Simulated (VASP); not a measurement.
# Ag: Ag into a neighbouring Ag vacancy, part 3 of 4

How hard is this move in Ag: Ag into a neighbouring Ag vacancy? Both ends are relaxed first, then a band of images between them. The start is a cell from a database of measured crystal structures.

VASP 6.6.1; LDA; plane waves and PAW (Ag).

So far. Step 3 (Relax the host again, on a new basis): The run ended after 9 ionic steps, 0.002 eV below its first step, once forces and stress met EDIFFG = -0.02. Step 4 (Relax the start): The run ended after 8 ionic steps, 0.095 eV below its first step, once the forces on the free atoms met EDIFFG = -0.05.

It derives from a form of Ag that is not the ambient one, so the starting crystal is not the ambient structure.

### 5. Relax the end

The end state is relaxed in the same way, so that both ends share their errors.

Input file INCAR:

```
SYSTEM = Ag
PREC = Normal
ENCUT = 280
EDIFF = 1E-05
NELM = 120
ISMEAR = 1
SIGMA = 0.15
LREAL = Auto
ALGO = Fast
GGA = CA
NBANDS = 156
LORBIT = 11
LWAVE = .FALSE.
LCHARG = .FALSE.
KPAR = 3
IBRION = 2
NSW = 60
ISIF = 2
EDIFFG = -0.05
POTIM = 0.4
MAXMIX = 40
ISYM = 0
```

Input file POSCAR:

```
Ag
1.0
   -4.2783295254      2.4700947033      4.5482650137
    4.2783295254     -2.4700947033      4.5482650137
    4.2783295254      7.4102841099    -13.6447950411
Ag
23
Direct
    0.0459704069      0.2110500214      0.1694429125
    0.0452693093      0.7075705242      0.3339084526
    0.5370111001      0.2075175602      0.3336815439
    0.5415664220      0.7087498380      0.4989689810
    0.0324365573      0.2030832965      0.4969251073
    0.0430109812      0.7114002590      0.6690755234
    0.5445003918      0.2102614452      0.6675673772
    0.5424965367      0.7117161631      0.8348765622
    0.0409919455      0.2046140310      0.8351678719
    0.5386664352      0.7047801713      0.1665714222
    0.5409262087      0.2100780657     -0.0009293793
    0.4637221510      0.2952606440      0.1678743990
    0.9514585972      0.7879071443      0.1653415421
    0.9563688682      0.2960749178      0.3351571998
    0.4594319730      0.7936585351      0.3331144663
    0.4568178935      0.2902423483      0.5000674833
    0.9556118502      0.7926842760      0.4984560077
    0.9467384004      0.2885010122      0.6653613720
    0.4664476397      0.7967862851      0.6725450910
    0.4588692869      0.2866254301      0.8330638687
    0.9580936864      0.7903575376      0.8320372870
    0.9590701888      0.2904200209      0.0000888254
    0.4549489526      0.7859682309     -0.0016345473
```

Input file KPOINTS:

```
Automatic mesh
0
Gamma
4 4 4
0 0 0
```

Potentials, in the order of the species: Ag (LDA family, release 64).

Launch:

```console
$ mpirun -np 3 vasp_std
```

The log of the run:

```text
[... set-up lines as in an earlier step ...]
 entering main loop
       N       E                     dE             d eps       ncg     rms          rms(c)
DAV:   1     0.129589866186E+04    0.12959E+04   -0.89646E+04 11320   0.100E+03
DAV:   2    -0.478430031068E+02   -0.13437E+04   -0.12726E+04 11656   0.287E+02
DAV:   3    -0.926946632048E+02   -0.44852E+02   -0.44191E+02 12104   0.564E+01
DAV:   4    -0.929909942911E+02   -0.29633E+00   -0.29600E+00 12168   0.454E+00
DAV:   5    -0.929942889151E+02   -0.32946E-02   -0.32944E-02 12072   0.473E-01    0.296E+01
RMM:   6    -0.861978682950E+02    0.67964E+01   -0.21836E+01 11232   0.139E+01    0.185E+01
RMM:   7    -0.859296196539E+02    0.26825E+00   -0.90110E-01 11232   0.195E+00    0.936E+00
RMM:   8    -0.858419444355E+02    0.87675E-01   -0.98363E-02 11232   0.105E+00    0.820E-01
RMM:   9    -0.858409253792E+02    0.10191E-02   -0.12573E-02 11273   0.305E-01    0.151E-01
RMM:  10    -0.858410971351E+02   -0.17176E-03   -0.18776E-03 11246   0.916E-02    0.121E-01
RMM:  11    -0.858411036005E+02   -0.64654E-05   -0.31975E-04 11271   0.558E-02    0.571E-02
RMM:  12    -0.858410952791E+02    0.83213E-05   -0.94005E-05 11228   0.290E-02
   1 F= -.85841095E+02 E0= -.85843581E+02  d E =-.858411E+02
 curvature:   0.00 expect dE= 0.000E+00 dE for cont linesearch  0.000E+00
 trial: gam= 0.00000 g(F)=  0.860E-01 g(S)=  0.000E+00 ort = 0.000E+00 (trialstep = 0.100E+01)
 search vector abs. value=  0.860E-01
 bond charge predicted
       N       E                     dE             d eps       ncg     rms          rms(c)
DAV:   1    -0.859025323092E+02   -0.61429E-01   -0.22927E+01 11528   0.107E+01    0.338E-01
RMM:   2    -0.859110919845E+02   -0.85597E-02   -0.88235E-02 11232   0.105E+00    0.265E-01
RMM:   3    -0.859114364811E+02   -0.34450E-03   -0.79008E-03 11232   0.303E-01    0.198E-01
RMM:   4    -0.859112468231E+02    0.18966E-03   -0.12098E-03 11233   0.104E-01    0.198E-01
RMM:   5    -0.859112233528E+02    0.23470E-04   -0.20426E-04 11273   0.456E-02    0.816E-02
RMM:   6    -0.859112145497E+02    0.88030E-05   -0.57094E-05 10681   0.207E-02
   2 F= -.85911215E+02 E0= -.85913669E+02  d E =-.701193E-01
[...]
3 F= -.85956022E+02 E0= -.85958453E+02  d E =-.114926E+00
[...]
4 F= -.85959258E+02 E0= -.85961688E+02  d E =-.118162E+00
[...]
5 F= -.85968549E+02 E0= -.85971019E+02  d E =-.929118E-02
[...]
6 F= -.85974494E+02 E0= -.85977013E+02  d E =-.152363E-01
[...]
7 F= -.85974862E+02 E0= -.85977390E+02  d E =-.156041E-01
 curvature:  -1.73 expect dE=-0.250E-02 dE for cont linesearch -0.380E-05
 trial: gam= 0.17498 g(F)=  0.144E-02 g(S)=  0.000E+00 ort = 0.141E-03 (trialstep = 0.175E+01)
 search vector abs. value=  0.177E-02
 bond charge predicted
       N       E                     dE             d eps       ncg     rms          rms(c)
DAV:   1    -0.859765760664E+02   -0.17203E-02   -0.14279E+00 11336   0.268E+00    0.623E-02
RMM:   2    -0.859770549941E+02   -0.47893E-03   -0.52386E-03 11232   0.258E-01    0.420E-02
RMM:   3    -0.859770672209E+02   -0.12227E-04   -0.43351E-04 11232   0.718E-02    0.403E-02
RMM:   4    -0.859770587267E+02    0.84941E-05   -0.82297E-05 11204   0.259E-02
   8 F= -.85977059E+02 E0= -.85979610E+02  d E =-.219714E-02
 trial-energy change:   -0.002197  1 .order   -0.001918   -0.002568   -0.001269
 step:   2.3754(harm=  3.4637)  dis= 0.00467  next Energy=   -85.977297 (dE=-0.244E-02)
 reached required accuracy - stopping structural energy minimisation
```

It took 21 min on 3 MPI ranks of Intel Xeon Platinum 8488C (Sapphire Rapids), shared host; peak memory 1.7 GiB; 62 min of CPU time.

Parts of OUTCAR (step 5):

```text
   NELECT =     253.0000    total number of electrons

 E-fermi :   8.4359

 k-point     1 :       0.0000    0.0000    0.0000
  band No.  band energies     occupation
    ...
    123       6.7843      2.00000
    124       6.8858      2.00000
    125       6.8911      2.00000
    126       7.1367      2.00000
    127       8.2993      2.02659
    128       8.5956     -0.06112
    129       9.1150     -0.00000
    130       9.3157     -0.00000
    131       9.3176     -0.00000
    132       9.5229     -0.00000
    ...

  Total       -5.7716667     -5.4108810      0.8774856      0.3376647      0.0087858      0.0187233
  in kB      -24.0485135    -22.5452463      3.6561752      1.4069304      0.0366075      0.0780134
  external PRESSURE =     -14.3125282 kB  Pullay stress =       0.0000000 kB

 POSITION                                       TOTAL-FORCE (eV/Angst)
 -----------------------------------------------------------------------------------
      1.40160      0.82186     -1.14568         0.008624     -0.017616      0.005994
      4.27903      0.81943     -1.14089         0.006843     -0.027628     -0.007153
     -0.00742      3.26243     -1.14532        -0.014005      0.014369     -0.002676
      2.85939      3.29490     -1.14567        -0.005100     -0.017676      0.000648
      2.86121      3.29126     -5.69626        -0.000949      0.006084      0.012159
      5.71152      3.29711     -5.69487         0.018104      0.011185     -0.001698
      1.44516      5.79050     -5.69435        -0.004195      0.005086     -0.006652
      4.27123      5.79126     -5.69706         0.009112      0.002941     -0.000106
      4.30544      5.77338    -10.24465        -0.005793     -0.000743      0.005095
      1.44010      0.79829      3.40466        -0.013049      0.010426     -0.003739
     -1.42811      0.82625      3.40427         0.015170     -0.004832     -0.005617
     -0.01850      1.63283      1.10365         0.019588     -0.010722     -0.012399
     -0.01145      1.62386      5.70613        -0.006245      0.013932      0.003796
     -1.42368      4.10592      1.12599        -0.024988      0.009158      0.009215
      2.84859      1.63310      1.13344        -0.006631      0.008398     -0.014087
      1.43003      4.11617     -3.42103        -0.021469      0.012746      0.004707
      1.42789      4.11742      1.13165        -0.016690      0.016510     -0.011248
      0.00941      6.59577     -3.42482        -0.006359      0.023623      0.010222
      4.28704      4.13657     -3.41902        -0.002865     -0.010536     -0.007362
      2.85750      6.61240     -7.94059         0.011784     -0.007958      0.009811
      2.85971      6.61668     -3.45318         0.007270     -0.012244      0.003764
     -2.83669      1.64444      5.69981         0.016872     -0.017112      0.016971
      1.44029     -0.83090      5.65080         0.014969     -0.007391     -0.009645
 -----------------------------------------------------------------------------------
    total drift:                                0.003625     -0.005012      0.008259

  FREE ENERGIE OF THE ION-ELECTRON SYSTEM (eV)
  ---------------------------------------------------
  free  energy   TOTEN  =       -85.9770587267 eV

  energy  without entropy=      -85.9847127935  energy(sigma->0) =      -85.97961008

[... 6 parts as in an earlier step ...]

[... 9 further parts left out ...]
```

CONTCAR:

```
Ag
   1.00000000000000
    -4.2783295254000002    2.4700947033000000    4.5482650137000000
     4.2783295254000002   -2.4700947033000000    4.5482650137000000
     4.2783295254000002    7.4102841099000001  -13.6447950411000001
  Ag
    23
Direct
     0.0404147568592005    0.2029379585824867    0.1650821990216280
     0.0404497040940029    0.7076372921311587    0.3329760593914288
     0.5344786692564397    0.2029843671450629    0.3297593970604716
     0.5410131751125237    0.7087911739492758    0.5005650166154118
     0.0400195948070538    0.2084843246653888    0.5003023268209087
     0.0413578063507999    0.7088953765357217    0.6674500610658164
     0.5461293744641471    0.2134093002065496    0.6705070347984174
     0.5459852385502235    0.7086023468147312    0.8357223145740242
     0.0424415222567357    0.2128658792075414    0.8359122905097103
     0.5358714321706511    0.7075279520559280    0.1649458434662998
     0.5414886075671271    0.2075132830573353    0.0001751544972834
     0.4518463565677283    0.2833425778080104    0.1641784969204593
     0.9559897724952551    0.7896315253635348    0.1636826068828744
     0.9549079705585465    0.2897721988575974    0.3323714522033516
     0.4551759353965960    0.7892524569941738    0.3317417181550411
     0.4571191308285592    0.2912064009076888    0.5001624300179867
     0.9578578141848967    0.7914422384169163    0.5001639680852072
     0.9586268445623261    0.2927140557385613    0.6681121674762955
     0.4614705219550416    0.7943314101314242    0.6691742096636015
     0.4655660437424952    0.2972457198620281    0.8362205814265897
     0.9597420047844730    0.7913775261823045    0.8367830298617219
     0.9594619357638432    0.2957493404202162    0.0006757740153255
     0.4530115702713289    0.7895930528663722    0.0000652373701532
```

Relaxation path:

```tsv
step	energy less that of the first step (eV)	largest force (eV/Å)
1	0.0000	0.4853
2	-0.0701	0.3214
3	-0.1149	0.1486
4	-0.1182	0.1766
5	-0.1275	0.1040
6	-0.1334	0.0552
7	-0.1338	0.0579
8	-0.1360	0.0294
```

The atoms that moved most (Å):

```tsv
atom	dx	dy	dz	length
Ag21	0.018	0.037	-0.053	0.067
Ag12	-0.016	-0.027	-0.058	0.066
Ag18	-0.021	0.039	0.036	0.057
Ag13	-0.019	-0.005	0.051	0.055
Ag20	0.030	0.014	0.036	0.049
Ag9	0.032	-0.011	0.034	0.048
Ag3	-0.025	-0.024	0.021	0.041
Ag1	-0.030	-0.026	-0.003	0.039
```

Final coordinates:

```
Ag
1.0
    -4.27833    2.47009    4.54827
     4.27833   -2.47009    4.54827
     4.27833    7.41028  -13.64480
Ag
23
Direct
  0.04041 0.20294 0.16508
  0.04045 0.70764 0.33298
  0.53448 0.20298 0.32976
  0.54101 0.70879 0.50057
  0.04002 0.20848 0.50030
  0.04136 0.70890 0.66745
  0.54613 0.21341 0.67051
  0.54599 0.70860 0.83572
  0.04244 0.21287 0.83591
  0.53587 0.70753 0.16495
  0.54149 0.20751 0.00018
  0.45185 0.28334 0.16418
  0.95599 0.78963 0.16368
  0.95491 0.28977 0.33237
  0.45518 0.78925 0.33174
  0.45712 0.29121 0.50016
  0.95786 0.79144 0.50016
  0.95863 0.29271 0.66811
  0.46147 0.79433 0.66917
  0.46557 0.29725 0.83622
  0.95974 0.79138 0.83678
  0.95946 0.29575 0.00068
  0.45301 0.78959 0.00007
```

Numbers from this step:

```yaml
electronic_cycles: 49
free_energy_toten: -85.9771 eV
energy_at_zero_smearing: -85.9796 eV
```

The run ended after 8 ionic steps, 0.136 eV below its first step, once the forces on the free atoms met EDIFFG = -0.05.

(Part 3 of 4 ends here.)

[Lines on the potential files, build, host, timing and source positions are cut from VASP's logs without a mark.]

[Logs are printed without paths, hosts, clocks, repeated set-up lines and the standing remarks that a program may print on its own settings, such as how far it seeks lower states.]

[Hosts, paths, dates, database ids (printed as entryN), source tags and the programs' standing remarks are cut or masked in the printed files.]

[Runs that stopped without an error message from VASP are left out.]
